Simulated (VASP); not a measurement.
Level of theory: PBE GGA with D3 dispersion (Becke-Johnson damping), VASP's PBE PAW potentials (set 64) (plane waves; VASP).

Input for VASP

File POSCAR:
```
HfN
3.1196850
  0.0000000000   0.7071068465   0.7071068465
  0.7071068465   0.0000000000   0.7071068465
  0.7071068465   0.7071068465   0.0000000000
Hf N
1 1
Direct
  0.0000000000   0.0000000000   0.0000000000
  0.5000000000   0.5000000000   0.5000000000
```

INCAR:
```
! general
SYSTEM   =  HfN
PREC     =  Accurate
ENCUT    =  520   ! plane-wave cut-off (eV)
LREAL    =  F   ! projection in real space or not
LASPH    =  T   ! aspherical one-centre terms

! electronic loop
EDIFF    =  1E-7   ! SCF stop (eV)
NELM     =  100
ALGO     =  Normal   ! blocked Davidson
LMAXMIX  =  6   ! l cut-off of mixed one-centre charges

! smearing
ISMEAR   =  1   ! Methfessel-Paxton
SIGMA    =  0.1   ! width (eV)

! functional
GGA      =  PE   ! PBE
IVDW     =  12

! ions
ISIF     =  2

! output
LWAVE    =  F
LCHARG   =  F
```

File KPOINTS:
```
Automatic mesh
0
Gamma
14 14 14
0 0 0
```

POTCAR, in this order: Hf_pv N (PBE.64 set). Program: vasp_std.

The run wrote:

OUTCAR:
```
 ion  position               nearest neighbor table
   1  0.000  0.000  0.000-   2 2.21   2 2.21   2 2.21   2 2.21   2 2.21   2 2.21
   2  0.500  0.500  0.500-   1 2.21   1 2.21   1 2.21   1 2.21   1 2.21   1 2.21
  LATTYP: Found a face centered cubic cell.
 ALAT       =     4.4119012446
 Subroutine PRICEL returns:
 Original cell was already a primitive cell.
 Subroutine GETGRP returns: Found 48 space group operations
The static configuration has the point symmetry O_h .
The dynamic configuration has the point symmetry O_h .
 Subroutine INISYM returns: Found 48 space group operations
 Subroutine IBZKPT returns following result:
 Found    104 irreducible k-points:

 Following reciprocal coordinates:
            Coordinates               Weight
  0.000000  0.000000  0.000000      1.000000
  0.071429  0.000000  0.000000      8.000000
  0.142857  0.000000  0.000000      8.000000
  0.214286  0.000000  0.000000      8.000000
  0.285714  0.000000  0.000000      8.000000
  0.357143  0.000000  0.000000      8.000000
  0.428571  0.000000  0.000000      8.000000
  0.500000  0.000000  0.000000      4.000000
  0.071429  0.071429  0.000000      6.000000
  0.142857  0.071429  0.000000     24.000000
  0.214286  0.071429  0.000000     24.000000
  0.285714  0.071429  0.000000     24.000000
  0.357143  0.071429  0.000000     24.000000
  0.428571  0.071429  0.000000     24.000000
  0.500000  0.071429  0.000000     24.000000
 -0.428571  0.071429  0.000000     24.000000
 -0.357143  0.071429  0.000000     24.000000
 -0.285714  0.071429  0.000000     24.000000
 -0.214286  0.071429  0.000000     24.000000
 -0.142857  0.071429  0.000000     24.000000
 -0.071429  0.071429  0.000000     12.000000
  0.142857  0.142857  0.000000      6.000000
  0.214286  0.142857  0.000000     24.000000
  0.285714  0.142857  0.000000     24.000000
...
```

OSZICAR:
```
       N       E                     dE             d eps       ncg     rms          rms(c)
DAV:   1     0.390154679623E+02    0.39015E+02   -0.83587E+03  2296   0.130E+03
DAV:   2    -0.225971499268E+02   -0.61613E+02   -0.57892E+02  3033   0.257E+02
DAV:   3    -0.246050080155E+02   -0.20079E+01   -0.19948E+01  2925   0.407E+01
DAV:   4    -0.246190812017E+02   -0.14073E-01   -0.14058E-01  2781   0.340E+00
DAV:   5    -0.246192599971E+02   -0.17880E-03   -0.17874E-03  2894   0.295E-01    0.570E+01
DAV:   6    -0.216638405283E+02    0.29554E+01   -0.14858E+01  2671   0.288E+01    0.461E+01
DAV:   7    -0.216276651355E+02    0.36175E-01   -0.62821E-01  2600   0.737E+00    0.277E+01
DAV:   8    -0.216182977009E+02    0.93674E-02   -0.85405E-02  2698   0.274E+00    0.565E+00
DAV:   9    -0.216109321434E+02    0.73656E-02   -0.45315E-02  2685   0.147E+00    0.163E+00
DAV:  10    -0.216105273738E+02    0.40477E-03   -0.21695E-03  2680   0.415E-01    0.289E-01
DAV:  11    -0.216105350319E+02   -0.76581E-05   -0.17359E-04  2828   0.124E-01    0.774E-02
DAV:  12    -0.216105308977E+02    0.41342E-05   -0.13752E-05  2703   0.356E-02    0.253E-02
DAV:  13    -0.216105307222E+02    0.17547E-06   -0.52704E-07  2673   0.790E-03    0.121E-03
DAV:  14    -0.216105307400E+02   -0.17744E-07   -0.37309E-09  1474   0.669E-04
   1 F= -.22442717E+02 E0= -.22442586E+02  d E =-.394932E-03
```

OUTCAR:
```
------------------------ aborting loop because EDIFF is reached ----------------------------------------
 Edisp (eV)   -0.83219
  FORCE on cell =-STRESS in cart. coord.  units (eV):
  Direction    XX          YY          ZZ          XY          YZ          ZX
  --------------------------------------------------------------------------------------
  Total       2.69239     2.69239     2.69239     0.00000     0.00000     0.00000
  in kB     200.92346   200.92346   200.92346     0.00000     0.00000     0.00000
  external pressure =      200.92 kB  Pullay stress =        0.00 kB
  volume of cell :       21.47
      direct lattice vectors                 reciprocal lattice vectors
     0.000000000  2.205950622  2.205950622    -0.226659652  0.226659652  0.226659652
     2.205950622  0.000000000  2.205950622     0.226659652 -0.226659652  0.226659652
     2.205950622  2.205950622  0.000000000     0.226659652  0.226659652 -0.226659652
 POSITION                                       TOTAL-FORCE (eV/Angst)
 -----------------------------------------------------------------------------------
      0.00000      0.00000      0.00000         0.000000      0.000000      0.000000
      2.20595      2.20595      2.20595         0.000000      0.000000     -0.000000
 -----------------------------------------------------------------------------------
    total drift:                                0.000000     -0.000000     -0.000000
  FREE ENERGIE OF THE ION-ELECTRON SYSTEM (eV)
  ---------------------------------------------------
  free  energy   TOTEN  =       -22.4427174042 eV

  energy  without entropy=      -22.4423224722  energy(sigma->0) =      -22.44258576
```
(Selected blocks of OUTCAR.)

The compound is HfN in the rock salt structure. This cell is one point of a volume scan, at 0.94 of the reference volume. The electron count is odd and the run is not spin-polarised, which forces a metal.
